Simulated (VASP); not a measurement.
# TiO2 (P4_2/mnm) in VASP: Born charges and dielectric tensor with LDA

Aim: the Born charges and dielectric tensor of TiO2 with LDA.

All numbers are computed with VASP 6.6.1; they aren't measurements. Logs are shortened: lines on timing, memory, paths and dates and some standing lists are left out, and cuts for length are marked.

## 1. The crystal as given

Symmetry: P4_2/mnm, No. 136, tetragonal system. The conventional cell has a = 4.552 Å, b = 4.552 Å, c = 2.922 Å, α = 90.00°, β = 90.00°, γ = 90.00°. Around Ti (site symmetry mmm) lie 6 O at 1.93 to 1.96 Å. Around O (site symmetry m2m) lie 3 Ti at 1.93 to 1.96 Å.

## 2. Born charges and dielectric tensor, LDA

INCAR reads:

```
SYSTEM = TiO2
PREC = Accurate
ENCUT = 600
EDIFF = 1E-8
ISMEAR = 0
SIGMA = 0.02
LREAL = .False.
LASPH = .True.
NELM = 80
ALGO = Fast
ISIF = 2
LWAVE = .False.
LCHARG = .False.
LEPSILON = .True.
IBRION = 8
NSW = 1
```

KPOINTS reads:

```
regular mesh
0
Gamma
  4 4 4
  0 0 0
```

POSCAR reads:

```
TiO2
1.0
    4.5521200000      0.0000000000      0.0000000000
    0.0000000000      4.5521200000      0.0000000000
    0.0000000000      0.0000000000      2.9218700000
Ti O
2 4
Direct
    0.0000000000      0.0000000000      0.0000000000
    0.5000000000      0.5000000000      0.5000000000
    0.3038500000      0.3038500000      0.0000000000
    0.1961500000      0.8038500000      0.5000000000
    0.6961500000      0.6961500000      0.0000000000
    0.8038500000      0.1961500000      0.5000000000
```

Potentials or basis: VASP PAW LDA potentials, release 64 (Ti_sv, O).

Started as:

```
cat potpaw_LDA.64/Ti_sv/POTCAR potpaw_LDA.64/O/POTCAR > POTCAR
mpirun -np 1 vasp_std > vasp.out
```

OUTCAR:

```text
SYSTEM = TiO2
   PREC = Accurate
   ENCUT = 600
   EDIFF = 1E-8
   ISMEAR = 0
   LREAL = .False.
   LASPH = .True.
   NELM = 80
   ISIF = 2
   LEPSILON = .True.
   IBRION = 8
   NSW = 1

 ion  position               nearest neighbor table
   1  0.000  0.000  0.000-   4 1.93   6 1.93   4 1.93   6 1.93   5 1.96   3 1.96
   2  0.500  0.500  0.500-   3 1.93   5 1.93   3 1.93   5 1.93   4 1.96   6 1.96
   3  0.304  0.304  0.000-   2 1.93   2 1.93   1 1.96
   4  0.196  0.804  0.500-   1 1.93   1 1.93   2 1.96
   5  0.696  0.696  0.000-   2 1.93   2 1.93   1 1.96
   6  0.804  0.196  0.500-   1 1.93   1 1.93   2 1.96

  LATTYP: Found a simple tetragonal cell.
 ALAT       =     4.5521200000
 C/A-ratio  =     0.6418701616

  Lattice vectors:

 A1 = (   4.5521200000,   0.0000000000,   0.0000000000)
 A2 = (   0.0000000000,   4.5521200000,   0.0000000000)
 A3 = (   0.0000000000,   0.0000000000,   2.9218700000)

Analysis of symmetry for initial positions (statically):
=====================================================================
 Subroutine PRICEL returns:
 Original cell was already a primitive cell.

 Routine SETGRP: Setting up the symmetry group for a
 simple tetragonal supercell.

 Subroutine GETGRP returns: Found 16 space group operations
 (whereof  8 operations were pure point group operations)
 out of a pool of 16 trial point group operations.

The static configuration has the point symmetry D_2h.
 The point group associated with its full space group is D_4h.

Analysis of symmetry for dynamics (positions and initial velocities):
=====================================================================
 Subroutine PRICEL returns:
 Original cell was already a primitive cell.

 Routine SETGRP: Setting up the symmetry group for a
 simple tetragonal supercell.

 Subroutine GETGRP returns: Found 16 space group operations
 (whereof  8 operations were pure point group operations)
 out of a pool of 16 trial point group operations.

The dynamic configuration has the point symmetry D_2h.
 The point group associated with its full space group is D_4h.

 Subroutine INISYM returns: Found 16 space group operations
 (whereof  8 operations are pure point group operations),
 and found     1 'primitive' translations

----------------------------------------------------------------------------------------

                                     Primitive cell

  volume of cell :      60.5464

  direct lattice vectors                    reciprocal lattice vectors
     4.552120000  0.000000000  0.000000000     0.219677864  0.000000000  0.000000000
     0.000000000  4.552120000  0.000000000     0.000000000  0.219677864  0.000000000
     0.000000000  0.000000000  2.921870000     0.000000000  0.000000000  0.342246575

[... 801 lines left out ...]
  z     0.00000     0.00000     0.00000     0.00000     0.00000     0.00000

 PIEZOELECTRIC TENSOR (including local field effects)  for field in x, y, z        (C/m^2)
          XX          YY          ZZ          XY          YZ          ZX
  --------------------------------------------------------------------------------
  x     0.00000     0.00000     0.00000     0.00000     0.00000     0.00000
  y     0.00000     0.00000     0.00000     0.00000     0.00000     0.00000
  z     0.00000     0.00000     0.00000     0.00000     0.00000     0.00000

 BORN EFFECTIVE CHARGES (including local field effects) (in |e|, cummulative output)
 ---------------------------------------------------------------------------------
 ion    1
    1     6.44868     1.01932     0.00000
    2     1.01932     6.44868     0.00000
    3     0.00000     0.00000     8.01132
 ion    2
    1     6.44868    -1.01932     0.00000
    2    -1.01932     6.44868     0.00000
    3     0.00000     0.00000     8.01132
 ion    3
    1    -3.22434    -1.84664     0.00000
    2    -1.84664    -3.22434     0.00000
    3     0.00000     0.00000    -4.00566
 ion    4
    1    -3.22434     1.84664     0.00000
    2     1.84664    -3.22434     0.00000
    3     0.00000     0.00000    -4.00566
 ion    5
    1    -3.22434    -1.84664     0.00000
    2    -1.84664    -3.22434     0.00000
    3     0.00000     0.00000    -4.00566
 ion    6
    1    -3.22434     1.84664     0.00000
    2     1.84664    -3.22434     0.00000
    3     0.00000     0.00000    -4.00566

 INTERNAL STRAIN TENSOR FOR ION    6 for displacements in x,y,z  (eV/Angst):
          X           Y           Z          XY          YZ          ZX
  --------------------------------------------------------------------------------
  x     4.15432     1.63646     4.69154     1.39854     0.00000     0.00000
  y    -1.63646    -4.15432    -4.69154    -1.38075     0.00000     0.00000
  z     0.00000     0.00000     0.00000     0.00000    -6.53234     5.62416

 SECOND DERIVATIVES (NOT SYMMETRIZED)
 ------------------------------------
               1X          1Y          1Z          2X          2Y          2Z          3X          3Y          3Z          4X          4Y          4Z          5X          5Y          5Z          6X          6Y          6Z
  1X   -17.293510    4.681702    0.000000   15.321526   -0.035148    0.000000   -0.948827   -0.567460    0.000000    1.934819   -1.755817    0.000000   -0.948827   -0.567460    0.000000    1.934819   -1.755817    0.000000
  1Y     4.681702  -17.293510    0.000000   -0.035148   15.321526    0.000000   -0.567460   -0.948827    0.000000   -1.755817    1.934819    0.000000   -0.567460   -0.948827    0.000000   -1.755817    1.934819    0.000000
  1Z     0.000000    0.000000   -1.595203    0.000000    0.000000    0.413870    0.000000    0.000000   -0.217000    0.000000    0.000000    0.807667    0.000000    0.000000   -0.217000    0.000000    0.000000    0.807667
  2X    15.321526    0.035148    0.000000  -17.293510   -4.681702    0.000000    1.934819    1.755817    0.000000   -0.948827    0.567460    0.000000    1.934819    1.755817    0.000000   -0.948827    0.567460    0.000000
  2Y     0.035148   15.321526    0.000000   -4.681702  -17.293510    0.000000    1.755817    1.934819    0.000000    0.567460   -0.948827    0.000000    1.755817    1.934819    0.000000    0.567460   -0.948827    0.000000
  2Z     0.000000    0.000000    0.413870    0.000000    0.000000   -1.595203    0.000000    0.000000    0.807667    0.000000    0.000000   -0.217000    0.000000    0.000000    0.807667    0.000000    0.000000   -0.217000
  3X    -0.935551   -0.580340    0.000000    1.895050    1.782382    0.000000  -12.092198   -6.857682    0.000000   -0.788100    1.010035    0.000000    6.099539    5.655207    0.000000    5.821260   -1.009602    0.000000
  3Y    -0.580340   -0.935551    0.000000    1.782382    1.895050    0.000000   -6.857682  -12.092198    0.000000   -1.009602    5.821260    0.000000    5.655207    6.099539    0.000000    1.010035   -0.788100    0.000000
  3Z     0.000000    0.000000   -0.232522    0.000000    0.000000    0.830957    0.000000    0.000000   -8.733310    0.000000    0.000000    2.091465    0.000000    0.000000    3.951945    0.000000    0.000000    2.091465
  4X     1.895050   -1.782382    0.000000   -0.935551    0.580340    0.000000   -0.788100   -1.010035    0.000000  -12.092198    6.857682    0.000000    5.821260    1.009602    0.000000    6.099539   -5.655207    0.000000
  4Y    -1.782382    1.895050    0.000000    0.580340   -0.935551    0.000000    1.009602    5.821260    0.000000    6.857682  -12.092198    0.000000   -1.010035   -0.788100    0.000000   -5.655207    6.099539    0.000000
  4Z     0.000000    0.000000    0.830957    0.000000    0.000000   -0.232522    0.000000    0.000000    2.091465    0.000000    0.000000   -8.733310    0.000000    0.000000    2.091465    0.000000    0.000000    3.951945
  5X    -0.935551   -0.580340    0.000000    1.895050    1.782382    0.000000    6.099539    5.655207    0.000000    5.821260   -1.009602    0.000000  -12.092198   -6.857682    0.000000   -0.788100    1.010035    0.000000
  5Y    -0.580340   -0.935551    0.000000    1.782382    1.895050    0.000000    5.655207    6.099539    0.000000    1.010035   -0.788100    0.000000   -6.857682  -12.092198    0.000000   -1.009602    5.821260    0.000000
  5Z     0.000000    0.000000   -0.232522    0.000000    0.000000    0.830957    0.000000    0.000000    3.951945    0.000000    0.000000    2.091465    0.000000    0.000000   -8.733310    0.000000    0.000000    2.091465
  6X     1.895050   -1.782382    0.000000   -0.935551    0.580340    0.000000    5.821260    1.009602    0.000000    6.099539   -5.655207    0.000000   -0.788100   -1.010035    0.000000  -12.092198    6.857682    0.000000
  6Y    -1.782382    1.895050    0.000000    0.580340   -0.935551    0.000000   -1.010035   -0.788100    0.000000   -5.655207    6.099539    0.000000    1.009602    5.821260    0.000000    6.857682  -12.092198    0.000000
  6Z     0.000000    0.000000    0.830957    0.000000    0.000000   -0.232522    0.000000    0.000000    2.091465    0.000000    0.000000    3.951945    0.000000    0.000000    2.091465    0.000000    0.000000   -8.733310

 Eigenvectors and eigenvalues of the dynamical matrix
 ----------------------------------------------------

   1 f  =   24.511659 THz   154.011297 2PiTHz  817.620944 cm-1   101.372032 meV
             X         Y         Z           dx          dy          dz
      0.000000  0.000000  0.000000    -0.000000   -0.000000   -0.000000
      2.276060  2.276060  1.460935     0.000000    0.000000   -0.000000
      1.383162  1.383162  0.000000     0.353553    0.353553   -0.000000
      0.892898  3.659222  1.460935     0.353553   -0.353553   -0.000000
      3.168958  3.168958  0.000000    -0.353553   -0.353553    0.000000
      3.659222  0.892898  1.460935    -0.353553    0.353553   -0.000000
[... 145 lines left out ...]
  18 f/i=    0.046241 THz     0.290542 2PiTHz    1.542442 cm-1     0.191238 meV
             X         Y         Z           dx          dy          dz
      0.000000  0.000000  0.000000     0.000079    0.542027   -0.000000
      2.276060  2.276060  1.460935     0.003596    0.542039   -0.000000
      1.383162  1.383162  0.000000     0.000300    0.321082   -0.000000
      0.892898  3.659222  1.460935     0.001877    0.321087   -0.000000
      3.168958  3.168958  0.000000     0.000300    0.321082   -0.000000
      3.659222  0.892898  1.460935     0.001877    0.321087   -0.000000

--------------------------------------------------------------------------------------------------------

 MACROSCOPIC STATIC DIELECTRIC TENSOR IONIC CONTRIBUTION
 ------------------------------------------------------
         208.543954     0.000000    -0.000000
           0.000000   208.543954    -0.000000
          -0.000000    -0.000000   323.322582
 ------------------------------------------------------

 ELASTIC MODULI CONTR FROM IONIC RELAXATION (kBar)
 Direction    XX          YY          ZZ          XY          YZ          ZX
 --------------------------------------------------------------------------------
 XX        -388.4549    227.6708   -130.2632      0.0000      0.0000      0.0000
 YY         227.6708   -388.4549   -130.2632      0.0000     -0.0000     -0.0000
 ZZ        -130.2632   -130.2632   -211.0720      0.0000      0.0000      0.0000
 XY           0.0000      0.0000      0.0000    -10.3950      0.0000     -0.0000
 YZ           0.0000     -0.0000      0.0000      0.0000   -356.0578      0.0000
 ZX           0.0000     -0.0000      0.0000     -0.0000      0.0000   -263.9359
 --------------------------------------------------------------------------------

 PIEZOELECTRIC TENSOR IONIC CONTR  for field in x, y, z        (C/m^2)
          XX          YY          ZZ          XY          YZ          ZX
  --------------------------------------------------------------------------------
  x     0.00000    -0.00000    -0.00000     0.00000    -0.00000    -0.00000
  y     0.00000     0.00000     0.00000     0.00000    -0.00000    -0.00000
  z     0.00000    -0.00000    -0.00000    -0.00000    -0.00000     0.00000
```

Run time: 24 min. Hardware: 1 thread of Intel Xeon Platinum 8259CL at 2.50GHz (Skylake/Cascade Lake), shared host; peak memory 0.36 GiB.

Results:

```yaml
Band_gap_on_the_k_mesh: 1.81 eV, direct
Electronic_dielectric_tensor_diagonal: 7.73, 7.73, 9.61
Born_charges_mean_of_the_diagonal: Ti +6.97; O -3.48 e
Highest_phonon_frequency_at_Γ_LO-TO_splitting_left_out: 818 cm⁻¹
```

Phonon frequencies in cm⁻¹ (negative: imaginary):
| q point | frequencies |
| --- | --- |
| (0.000, 0.000, 0.000) | -2 -2 0 100 124 124 130 136 384 384 392 418 464 464 487 487 613 818 |

Electronic dielectric tensor:
```
7.73 0.00 0.00
0.00 7.73 0.00
0.00 0.00 9.61
```

Born effective charge tensors (e):
atom 1, Ti
```
6.45 1.02 0.00
1.02 6.45 0.00
0.00 0.00 8.01
```
atom 2, Ti
```
 6.45 -1.02  0.00
-1.02  6.45  0.00
 0.00  0.00  8.01
```
atom 3, O
```
-3.22 -1.85  0.00
-1.85 -3.22  0.00
 0.00  0.00 -4.01
```
atom 4, O
```
-3.22  1.85  0.00
 1.85 -3.22  0.00
 0.00  0.00 -4.01
```
atom 5, O
```
-3.22 -1.85  0.00
-1.85 -3.22  0.00
 0.00  0.00 -4.01
```
atom 6, O
```
-3.22  1.85  0.00
 1.85 -3.22  0.00
 0.00  0.00 -4.01
```

Caveat: the k mesh is coarse (spacing up to 0.54 Å⁻¹), so the values aren't converged. A k mesh can miss the band edges.
